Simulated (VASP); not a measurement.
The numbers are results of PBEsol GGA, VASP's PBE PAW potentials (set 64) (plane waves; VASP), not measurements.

VASP input:

**POSCAR**
```
CuCl(110) slab
1
    5.2925668190     0.0000000000     0.0000000000
    0.0000000000     3.7424101946    -0.0000000000
   -0.0000000000    -0.0000000000    25.9016292883
Cu Cl
6 6
Direct
  0.8912041202   0.0000000000   0.6494946374
  0.5739051312   0.5000000000   0.6131624359
  0.9990843837   0.0000000000   0.5429361648
  0.4990843837   0.5000000000   0.4570638352
  0.0739051312   0.0000000000   0.3868375641
  0.3912041202   0.5000000000   0.3505053626
  0.2722191005   0.0000000000   0.6103642490
  0.7736618842   0.5000000000   0.6905571474
  0.2399253803   0.0000000000   0.4667072009
  0.7399253803   0.5000000000   0.5332927991
  0.2736618842   0.0000000000   0.3094428526
  0.7722191005   0.5000000000   0.3896357510
```

**KPOINTS**
```
Automatic mesh
0
Gamma
4 5 1
0 0 0
```

### INCAR
```
! general
SYSTEM   =  CuCl(110) slab
PREC     =  Normal
ENCUT    =  400
LREAL    =  .FALSE.
LASPH    =  .TRUE.

! electronic loop
EDIFF    =  1E-5
NELM     =  100
NELMIN   =  4
ALGO     =  Normal
LMAXMIX  =  4

! smearing
ISMEAR   =  0
SIGMA    =  0.05

! functional
GGA      =  PS

! ions
IBRION   =  2
NSW      =  120
ISIF     =  2
EDIFFG   =  -0.03

! output
LWAVE    =  .TRUE.
LCHARG   =  .FALSE.

! other
LDIPOL   =  .TRUE.
IDIPOL   =  3
DIPOL    =  0.5 0.5 0.5
```

POTCAR, in this order: Cu Cl (PBE.64 set). Program: vasp_std.

Output

### OUTCAR
```
 ion  position               nearest neighbor table
   1  0.891  0.000  0.649-   8 2.24   8 2.24   7 2.26   2 2.68   2 2.68
   2  0.574  0.500  0.613-  10 2.25   8 2.27   7 2.46   7 2.46   1 2.68   1 2.68
   3  0.999  0.000  0.543-   7 2.27  10 2.33  10 2.33   9 2.35
   4  0.499  0.500  0.457-  12 2.27   9 2.33   9 2.33  10 2.35
   5  0.074  0.000  0.387-   9 2.25  11 2.27  12 2.46  12 2.46   6 2.68   6 2.68
   6  0.391  0.500  0.351-  11 2.24  11 2.24  12 2.26   5 2.68   5 2.68
   7  0.272  0.000  0.610-   1 2.26   3 2.27   2 2.46   2 2.46
   8  0.774  0.500  0.691-   1 2.24   1 2.24   2 2.27
   9  0.240  0.000  0.467-   5 2.25   4 2.33   4 2.33   3 2.35
  10  0.740  0.500  0.533-   2 2.25   3 2.33   3 2.33   4 2.35
  11  0.274  0.000  0.309-   6 2.24   6 2.24   5 2.27
  12  0.772  0.500  0.390-   6 2.26   4 2.27   5 2.46   5 2.46
  LATTYP: Found a simple orthorhombic cell.
 ALAT       =     3.7424101946
 B/A-ratio  =     1.4142134464
 C/A-ratio  =     6.9211091092
 Subroutine PRICEL returns:
 Original cell was already a primitive cell.
 Subroutine GETGRP returns: Found  4 space group operations
The static configuration has the point symmetry C_1h.
 The point group associated with its full space group is C_2v.
The dynamic configuration has the point symmetry C_1h.
 Subroutine INISYM returns: Found  4 space group operations
 Subroutine IBZKPT returns following result:
 Found      9 irreducible k-points:

 Following reciprocal coordinates:
            Coordinates               Weight
  0.000000  0.000000  0.000000      1.000000
  0.250000  0.000000  0.000000      2.000000
  0.500000  0.000000  0.000000      1.000000
  0.000000  0.200000  0.000000      2.000000
  0.250000  0.200000  0.000000      4.000000
  0.500000  0.200000  0.000000      2.000000
  0.000000  0.400000  0.000000      2.000000
  0.250000  0.400000  0.000000      4.000000
  0.500000  0.400000  0.000000      2.000000
   k-points           NKPTS =      9   k-points in BZ     NKDIM =      9   number of bands    NBANDS=     64
   number of dos      NEDOS =    301   number of ions     NIONS =     12
   total plane-waves  NPLWV =  64512
   dimension x,y,z NGX =    28 NGY =   18 NGZ =  128
   dimension x,y,z NGXF=    56 NGYF=   36 NGZF=  256
   ions per type =               6   6
   PREC   = normal    normal or accurate (medium, high low for compatibility)
   ISTART =      0    job   : 0-new  1-cont  2-samecut
   ICHARG =      2    charge: 1-file 2-atom 10-const
   ISPIN  =      1    spin polarized calculation?
   LNONCOLLINEAR =      F non collinear calculations
   LSORBIT =      F    spin-orbit coupling
   INIWAV =      1    electr: 0-lowe 1-rand  2-diag
   ENCUT  =  400.0 eV  29.40 Ry    5.42 a.u.   8.63  6.10 42.24*2*pi/ulx,y,z
   NELM   =    100;   NELMIN=  4; NELMDL= -5     # of ELM steps
   EDIFF  = 0.1E-04   stopping-criterion for ELM
   LREAL  =      F    real-space projection
   NLSPLINE    = F    spline interpolate recip. space projectors
   LMAXMIX     =    4 max onsite mixed and CHGCAR
   VOSKOWN=      0    Vosko Wilk Nusair interpolation
   EDIFFG = -.3E-01   stopping-criterion for IOM
   NSW    =    120    number of steps for IOM
   NBLOCK =      1;   KBLOCK =    120    inner block; outer block
   IBRION =      2    ionic relax: 0-MD 1-quasi-New 2-CG
   NFREE  =      1    steps in history (QN), initial steepest desc. (CG)
   ISIF   =      2    stress and relaxation
   ISYM   =      2    0-nonsym 1-usesym 2-fastsym
   TEIN   =    0.0    initial temperature
   TEBEG  =    0.0;   TEEND  =   0.0 temperature during run
   SMASS  =  -3.00    Nose mass-parameter (am)
   PSTRESS=    0.0 pullay stress
   NELECT =     108.0000    total number of electrons
   EFERMI =   0.00;   METHOD = LEGACY
   ISMEAR =     0;   SIGMA  =   0.05  broadening in eV -4-tet -1-fermi 0-gaus
   IALGO  =     38    algorithm
   LDIAG  =      T    sub-space diagonalisation (order eigenvalues)
   IMIX   =      4    mixing-type and parameters
...
```

OSZICAR:
```
...
DAV:   2    -0.426366190822E+02   -0.27361E-01   -0.33379E-01  1816   0.554E+00    0.399E-01
DAV:   3    -0.426347669310E+02    0.18522E-02   -0.28211E-02  1520   0.439E+00    0.234E-01
DAV:   4    -0.426344662917E+02    0.30064E-03   -0.40681E-03  1704   0.127E+00    0.166E-01
DAV:   5    -0.426343202486E+02    0.14604E-03   -0.10886E-03  1736   0.275E-01    0.118E-01
DAV:   6    -0.426341861416E+02    0.13411E-03   -0.75327E-04  1808   0.507E-01    0.497E-02
DAV:   7    -0.426341710347E+02    0.15107E-04   -0.33202E-04  1808   0.415E-01    0.220E-02
DAV:   8    -0.426341758365E+02   -0.48018E-05   -0.61343E-05  1288   0.130E-01
  19 F= -.42634176E+02 E0= -.42634176E+02  d E =-.314781E-02
       N       E                     dE             d eps       ncg     rms          rms(c)
DAV:   1    -0.426309587552E+02    0.32123E-02   -0.16225E+00  1192   0.502E+00    0.265E-01
DAV:   2    -0.426356819704E+02   -0.47232E-02   -0.55541E-02  1760   0.178E+00    0.149E-01
DAV:   3    -0.426354280280E+02    0.25394E-03   -0.29271E-03  1512   0.107E+00    0.994E-02
DAV:   4    -0.426353741104E+02    0.53918E-04   -0.53594E-04  1600   0.641E-01    0.744E-02
DAV:   5    -0.426353512902E+02    0.22820E-04   -0.14307E-04  1672   0.215E-01    0.498E-02
DAV:   6    -0.426353425080E+02    0.87822E-05   -0.13138E-04  1704   0.102E-01    0.166E-02
DAV:   7    -0.426353444904E+02   -0.19825E-05   -0.27524E-05   960   0.116E-01
  20 F= -.42635344E+02 E0= -.42635344E+02  d E =-.116865E-02
       N       E                     dE             d eps       ncg     rms          rms(c)
DAV:   1    -0.426202300041E+02    0.15113E-01   -0.56172E+00  1184   0.937E+00    0.497E-01
DAV:   2    -0.426377296722E+02   -0.17500E-01   -0.20634E-01  1744   0.361E+00    0.309E-01
DAV:   3    -0.426365873736E+02    0.11423E-02   -0.12523E-02  1552   0.236E+00    0.189E-01
DAV:   4    -0.426363586434E+02    0.22873E-03   -0.20587E-03  1640   0.127E+00    0.143E-01
DAV:   5    -0.426362627971E+02    0.95846E-04   -0.57536E-04  1856   0.375E-01    0.952E-02
DAV:   6    -0.426362007416E+02    0.62055E-04   -0.42592E-04  1784   0.194E-01    0.365E-02
DAV:   7    -0.426362064991E+02   -0.57574E-05   -0.12788E-04  1568   0.236E-01    0.219E-02
DAV:   8    -0.426362089951E+02   -0.24961E-05   -0.34430E-05  1008   0.126E-01
  21 F= -.42636209E+02 E0= -.42636209E+02  d E =-.203316E-02
       N       E                     dE             d eps       ncg     rms          rms(c)
DAV:   1    -0.426335929388E+02    0.26136E-02   -0.17972E+00  1216   0.529E+00    0.221E-01
DAV:   2    -0.426382433778E+02   -0.46504E-02   -0.53381E-02  1776   0.164E+00    0.135E-01
DAV:   3    -0.426379647771E+02    0.27860E-03   -0.21863E-03  1616   0.917E-01    0.828E-02
DAV:   4    -0.426379257476E+02    0.39030E-04   -0.50217E-04  1576   0.490E-01    0.574E-02
DAV:   5    -0.426379042899E+02    0.21458E-04   -0.94369E-05  1232   0.298E-01    0.445E-02
DAV:   6    -0.426379002363E+02    0.40536E-05   -0.25962E-04  1720   0.128E-01    0.192E-02
DAV:   7    -0.426378985110E+02    0.17253E-05   -0.22314E-05   848   0.737E-02
  22 F= -.42637899E+02 E0= -.42637899E+02  d E =-.168952E-02
       N       E                     dE             d eps       ncg     rms          rms(c)
DAV:   1    -0.426144338759E+02    0.23466E-01   -0.97613E+00  1216   0.124E+01    0.510E-01
DAV:   2    -0.426425550574E+02   -0.28121E-01   -0.31917E-01  1776   0.387E+00    0.348E-01
DAV:   3    -0.426406164266E+02    0.19386E-02   -0.12141E-02  1672   0.198E+00    0.205E-01
DAV:   4    -0.426403646236E+02    0.25180E-03   -0.24761E-03  1616   0.992E-01    0.149E-01
DAV:   5    -0.426402109452E+02    0.15368E-03   -0.66745E-04  1824   0.729E-01    0.114E-01
DAV:   6    -0.426400793395E+02    0.13161E-03   -0.82467E-04  1944   0.333E-01    0.437E-02
DAV:   7    -0.426400745005E+02    0.48391E-05   -0.24216E-04  1624   0.242E-01    0.264E-02
DAV:   8    -0.426400821233E+02   -0.76228E-05   -0.57707E-05  1016   0.140E-01
  23 F= -.42640082E+02 E0= -.42640082E+02  d E =-.387313E-02
       N       E                     dE             d eps       ncg     rms          rms(c)
DAV:   1    -0.425275847177E+02    0.11249E+00   -0.39278E+01  1208   0.255E+01    0.101E+00
DAV:   2    -0.426452075106E+02   -0.11762E+00   -0.13147E+00  1792   0.700E+00    0.631E-01
DAV:   3    -0.426387225232E+02    0.64850E-02   -0.35911E-02  1696   0.333E+00    0.407E-01
DAV:   4    -0.426376581210E+02    0.10644E-02   -0.79200E-03  1624   0.182E+00    0.298E-01
DAV:   5    -0.426369127009E+02    0.74542E-03   -0.25745E-03  1928   0.139E+00    0.221E-01
DAV:   6    -0.426362877632E+02    0.62494E-03   -0.34084E-03  1960   0.628E-01    0.705E-02
DAV:   7    -0.426362933117E+02   -0.55485E-05   -0.85009E-04  1576   0.459E-01    0.554E-02
DAV:   8    -0.426363153980E+02   -0.22086E-04   -0.18230E-04  1544   0.251E-01    0.449E-02
DAV:   9    -0.426363159308E+02   -0.53275E-06   -0.20852E-05   792   0.151E-01
  24 F= -.42636316E+02 E0= -.42636316E+02  d E =-.106936E-03
       N       E                     dE             d eps       ncg     rms          rms(c)
DAV:   1    -0.425734625611E+02    0.62853E-01   -0.24799E+01  1216   0.200E+01    0.765E-01
DAV:   2    -0.426458637298E+02   -0.72401E-01   -0.80015E-01  1768   0.571E+00    0.498E-01
DAV:   3    -0.426416900831E+02    0.41736E-02   -0.26735E-02  1624   0.293E+00    0.322E-01
DAV:   4    -0.426410233404E+02    0.66674E-03   -0.52443E-03  1736   0.156E+00    0.256E-01
DAV:   5    -0.426406703794E+02    0.35296E-03   -0.12603E-03  1824   0.772E-01    0.181E-01
DAV:   6    -0.426401824233E+02    0.48796E-03   -0.23910E-03  1832   0.414E-01    0.601E-02
DAV:   7    -0.426402011329E+02   -0.18710E-04   -0.51209E-04  1704   0.280E-01    0.411E-02
DAV:   8    -0.426402126049E+02   -0.11472E-04   -0.60941E-05  1384   0.114E-01    0.330E-02
DAV:   9    -0.426402097736E+02    0.28313E-05   -0.17663E-05   808   0.125E-01
  25 F= -.42640210E+02 E0= -.42640210E+02  d E =-.400078E-02
       N       E                     dE             d eps       ncg     rms          rms(c)
DAV:   1    -0.426282962375E+02    0.11916E-01   -0.46363E+00  1200   0.850E+00    0.446E-01
DAV:   2    -0.426427173821E+02   -0.14421E-01   -0.16062E-01  1784   0.288E+00    0.240E-01
DAV:   3    -0.426418064378E+02    0.91094E-03   -0.78228E-03  1560   0.209E+00    0.166E-01
DAV:   4    -0.426416746001E+02    0.13184E-03   -0.16890E-03  1624   0.964E-01    0.112E-01
DAV:   5    -0.426416051875E+02    0.69413E-04   -0.38646E-04  1928   0.413E-01    0.775E-02
DAV:   6    -0.426415688488E+02    0.36339E-04   -0.29693E-04  1896   0.239E-01    0.285E-02
DAV:   7    -0.426415674645E+02    0.13843E-05   -0.87721E-05  1368   0.179E-01
  26 F= -.42641567E+02 E0= -.42641567E+02  d E =-.135769E-02
       N       E                     dE             d eps       ncg     rms          rms(c)
DAV:   1    -0.426413685489E+02    0.20030E-03   -0.72949E-02  1216   0.107E+00    0.660E-02
DAV:   2    -0.426415842608E+02   -0.21571E-03   -0.24409E-03  1784   0.365E-01    0.287E-02
DAV:   3    -0.426415749925E+02    0.92684E-05   -0.13019E-04  1288   0.343E-01    0.169E-02
DAV:   4    -0.426415707570E+02    0.42354E-05   -0.31750E-05   928   0.187E-01
  27 F= -.42641571E+02 E0= -.42641571E+02  d E =-.136098E-02
       N       E                     dE             d eps       ncg     rms          rms(c)
DAV:   1    -0.426401301456E+02    0.14448E-02   -0.68483E-01  1192   0.330E+00    0.193E-01
DAV:   2    -0.426421732044E+02   -0.20431E-02   -0.22584E-02  1800   0.945E-01    0.749E-02
DAV:   3    -0.426420722064E+02    0.10100E-03   -0.48416E-04  1696   0.300E-01    0.644E-02
DAV:   4    -0.426420567314E+02    0.15475E-04   -0.11220E-04  1656   0.145E-01    0.408E-02
DAV:   5    -0.426420485596E+02    0.81718E-05   -0.41913E-05  1096   0.129E-01
  28 F= -.42642049E+02 E0= -.42642049E+02  d E =-.477803E-03
```

OUTCAR:
```
------------------------ aborting loop because EDIFF is reached ----------------------------------------
  FORCE on cell =-STRESS in cart. coord.  units (eV):
  Direction    XX          YY          ZZ          XY          YZ          ZX
  --------------------------------------------------------------------------------------
  Total       -2.4829463     -2.5645355     -0.2336303      0.0000000      0.0000000      0.0000000
  in kB       -7.7541303     -8.0089297     -0.7296171      0.0000000      0.0000000      0.0000000
  external PRESSURE =      -5.4975590 kB  Pullay stress =       0.0000000 kB
  volume of cell :      513.03
      direct lattice vectors                 reciprocal lattice vectors
     5.292566819  0.000000000  0.000000000     0.188944237  0.000000000  0.000000000
     0.000000000  3.742410195  0.000000000     0.000000000  0.267207481  0.000000000
     0.000000000  0.000000000 25.901629288     0.000000000  0.000000000  0.038607610
 POSITION                                       TOTAL-FORCE (eV/Angst)
 -----------------------------------------------------------------------------------
      4.79876      0.00000     16.89732         0.007221      0.000000      0.005348
      3.30979      1.87121     15.78359        -0.010111      0.000000     -0.000864
      5.01827      0.00000     14.38776        -0.002648      0.000000      0.007869
      2.37199      1.87121     11.51387        -0.002648      0.000000     -0.007869
      0.66350      0.00000     10.11804        -0.010111      0.000000      0.000864
      2.15248      1.87121      9.00431         0.007221      0.000000     -0.005348
      1.48655      0.00000     15.80491         0.014124      0.000000     -0.014806
      3.98750      1.87121     17.88671        -0.015450      0.000000      0.001232
      1.24625      0.00000     12.24908         0.006865      0.000000     -0.020319
      3.89254      1.87121     13.65255         0.006865      0.000000      0.020319
      1.34122      0.00000      8.01492        -0.015450      0.000000     -0.001232
      4.13283      1.87121     10.09672         0.014124      0.000000      0.014806
 -----------------------------------------------------------------------------------
    total drift:                               -0.019134      0.000000     -0.000034
  FREE ENERGIE OF THE ION-ELECTRON SYSTEM (eV)
  ---------------------------------------------------
  free  energy   TOTEN  =       -42.6420485596 eV

  energy  without entropy=      -42.6420485596  energy(sigma->0) =      -42.64204856

 reached required accuracy - stopping structural energy minimisation
```
(Selected blocks of OUTCAR.)

File CONTCAR:
```
CuCl(110) slab
   1.00000000000000
     5.2925668190000001    0.0000000000000000    0.0000000000000000
     0.0000000000000000    3.7424101946000001    0.0000000000000000
     0.0000000000000000    0.0000000000000000   25.9016292883000006
  Cu              Cl
     6     6
Direct
     0.9066986990318926    0.0000000000000000    0.6523649977422252
     0.6253653884431915    0.5000000000000000    0.6093666744273966
     0.9481739898687769    0.0000000000000000    0.5554768947212076
     0.4481739898687768    0.5000000000000000    0.4445231052787922
     0.1253653884431913    0.0000000000000000    0.3906333255726032
     0.4066986990318924    0.5000000000000000    0.3476350022577748
     0.2808743976800032    0.0000000000000000    0.6101898435049214
     0.7534150442652011    0.5000000000000000    0.6905632647790869
     0.2354724808109439    0.0000000000000000    0.4729077153596037
     0.7354724808109439    0.5000000000000000    0.5270922846403961
     0.2534150442652012    0.0000000000000000    0.3094367352209134
     0.7808743976800036    0.5000000000000000    0.3898101564950787
```

The cell is a thin slab with vacuum, built from CuCl (zinc blende): (110) face.
